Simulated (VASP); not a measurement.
Consider the following.

```
CaO
1.0
    0.00000     2.37303     2.37303
    2.37303     0.00000     2.37303
    2.37303     2.37303     0.00000
Ca O
1 1
Direct
  0.00000   0.00000   0.00000
  0.50000   0.50000   0.50000
```

Calculation: r2SCAN+rVV10, VASP's PBE PAW potentials (set 64) (plane waves; VASP 6.6.1). Numerical set-up: 520 eV cut-off, 10×10×10 Γ-centred mesh, Gaussian smearing of 0.050 eV, potentials Ca_sv O.

Problem. Give the stress tensor in GPa (positive for a compressed cell).

Solution. 
```
3.94  0.00  0.00
0.00  3.94  0.00
0.00  0.00  3.94
```
The pressure is its mean diagonal, 3.94 GPa.

The compound is CaO in the rock salt structure. This cell is one point of a volume scan, at 0.97 of the reference volume.
